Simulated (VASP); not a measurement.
TiGa11As12 (a cell with a defect), 24 atoms in the cell. The cell holds a defect, 24 atoms: a = 11.993 Å, b = 7.996 Å, c = 7.996 Å, α = 60.00°, β = 60.00°, γ = 60.00°. 

- Program: VASP 6.6.1
- Task: single point
- Functional: PBEsol
- Potentials or basis: VASP PAW PBE potentials, release 64 (Ti_sv, Ga_d, As)
- Cutoff: 350 eV
- k mesh: 2 × 2 × 2
- Occupations: gaussian, width 0.03 eV
- Spin: collinear spin, zero start
- Starting moments: [0.0, 0.0, 0.0, 0.0, 0.0, 0.0, 0.0, 0.0, 0.0, 0.0, 0.0, 0.0, 0.0, 0.0, 0.0, 0.0, 0.0, 0.0, 0.0, 0.0, 0.0, 0.0, 0.0, 0.0] μB
- Fixed moment: 0 μB
- Hubbard terms: Ti d U = 3 eV
- Dq: -1
- Further INCAR settings: LREAL = Auto; ALGO = Normal; EDIFF = 1e-05; ISYM = 0; NELECT = 216.0

Potentials or basis: VASP PAW PBE potentials, release 64 (Ti_sv, Ga_d, As).

The run is started by

```sh
$ cat potpaw_PBE.64/Ti_sv/POTCAR potpaw_PBE.64/Ga_d/POTCAR potpaw_PBE.64/As/POTCAR > POTCAR
$ mpirun -np 4 vasp_std > vasp.out
```

Hardware: 4 MPI ranks on Intel(R) Xeon(R) 6975P-C (Granite Rapids) (shared host).

Estimate the wall time of this run.

It took 18 min on 4 MPI ranks on Intel(R) Xeon(R) 6975P-C (Granite Rapids) (shared host), peak memory 0.56 GiB a rank. Counts: scf iterations 49, k points 8.
